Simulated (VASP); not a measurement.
Level of theory: PBEsol GGA, VASP's PBE PAW potentials (set 64) (plane waves; VASP 6.6.1).

A VASP calculation is set up with these files.

File POSCAR:
```
MnGe
1
    2.8769133683     0.0000000000    -0.0000000000
    0.0000000000     2.8769133683     0.0000000000
    0.0000000000     0.0000000000     2.8769133683
Mn Ge
1 1
Direct
  0.0000000000   0.0000000000   0.0000000000
  0.5000000000   0.5000000000   0.5000000000
```

INCAR:
```
# general
SYSTEM  = MnGe
PREC    = Accurate
ENCUT   = 400
LREAL   = F
LASPH   = T
ICHARG  = 11

# electronic loop
EDIFF   = 1E-7
NELM    = 100
ALGO    = Normal
LMAXMIX = 4

# smearing
ISMEAR  = 0
SIGMA   = 0.05

# functional
GGA     = PS

# output
LWAVE   = F
LCHARG  = F
LORBIT  = 11
```

### KPOINTS
```
k-points along high-symmetry lines
15
Line-mode
Reciprocal
  0.000000   0.000000   0.000000 ! GAMMA
  0.000000   0.500000   0.000000 ! X

  0.000000   0.500000   0.000000 ! X
  0.500000   0.500000   0.000000 ! M

  0.500000   0.500000   0.000000 ! M
  0.000000   0.000000   0.000000 ! GAMMA

  0.000000   0.000000   0.000000 ! GAMMA
  0.500000   0.500000   0.500000 ! R

  0.500000   0.500000   0.500000 ! R
  0.000000   0.500000   0.000000 ! X

  0.500000   0.500000   0.500000 ! R
  0.500000   0.500000   0.000000 ! M
```

POTCAR, in this order: Mn_pv Ge_d (PBE.64 set). Program: vasp_std. Read from the step before: CHGCAR.

Output of the run:

### OSZICAR
```
       N       E                     dE             d eps       ncg     rms          rms(c)
DAV:   1     0.156199898731E+03    0.15620E+03   -0.13260E+04  3502   0.348E+03
DAV:   2    -0.300040800507E+01   -0.15920E+03   -0.15696E+03  3125   0.488E+02
DAV:   3    -0.135352820020E+02   -0.10535E+02   -0.10359E+02  3313   0.117E+02
DAV:   4    -0.137453332510E+02   -0.21005E+00   -0.20941E+00  3386   0.176E+01
DAV:   5    -0.137499677851E+02   -0.46345E-02   -0.46256E-02  3444   0.264E+00
DAV:   6    -0.137501262436E+02   -0.15846E-03   -0.15846E-03  3448   0.444E-01
DAV:   7    -0.137501342802E+02   -0.80366E-05   -0.80376E-05  3743   0.955E-02
DAV:   8    -0.137501346036E+02   -0.32345E-06   -0.32309E-06  3334   0.158E-02
DAV:   9    -0.137501346196E+02   -0.15978E-07   -0.16454E-07  2366   0.332E-03
   1 F= -.13750135E+02 E0= -.13746063E+02  d E =-.814333E-02
```

File OUTCAR:
```
 val. band max:       10.9401102459   @ k =   0.0714   0.5000   0.0000

 cond. band min:      10.9468686207   @ k =   0.0000   0.2143   0.0000



 k-point     1 :       0.0000    0.0000    0.0000
  band No.  band energies     occupation
      1     -36.7391      2.00000
      2     -36.7391      2.00000
      3     -36.7391      2.00000
      4     -13.9060      2.00000
      5     -13.9060      2.00000
      6     -13.7686      2.00000
      7     -13.7686      2.00000
      8     -13.7686      2.00000
      9      -3.1134      2.00000
     10       8.1970      2.00000
     11       8.1970      2.00000
     12      10.9189      1.53715
     13      10.9189      1.53714
     14      10.9189      1.53714
     15      14.0208      0.00000
     16      14.0208      0.00000
     17      14.0208      0.00000

 k-point     2 :       0.0000    0.0357    0.0000
  band No.  band energies     occupation
      1     -36.7401      2.00000
      2     -36.7387      2.00000
      3     -36.7387      2.00000
      4     -13.9058      2.00000
      5     -13.9043      2.00000
      6     -13.7688      2.00000
      7     -13.7688      2.00000
      8     -13.7683      2.00000
      9      -3.0897      2.00000
     10       8.1798      2.00000
     11       8.2034      2.00000
     12      10.8791      1.93714
     13      10.8791      1.93713
     14      10.9201      1.51600
     15      13.8806      0.00000
     16      14.0839      0.00000
     17      14.0839      0.00000

 k-point     3 :       0.0000    0.0714    0.0000
  band No.  band energies     occupation
      1     -36.7441      2.00000
      2     -36.7384      2.00000
      3     -36.7384      2.00000
      4     -13.9053      2.00000
      5     -13.8992      2.00000
      6     -13.7702      2.00000
      7     -13.7702      2.00000
      8     -13.7680      2.00000
      9      -3.0186      2.00000
     10       8.1223      2.00000
     11       8.2221      2.00000
     12      10.7681      2.00000
...
```

The density is held fixed in this step, so its total energy and stress have no physical meaning.

The structure was generated: MnGe was put into the CsCl type (Pm-3m), which need not be its known phase. It was relaxed first, which changed the volume by -12 %. The run is not spin-polarised, so no magnetic state was tried. The electron count is odd and the run is not spin-polarised, which forces a metal.
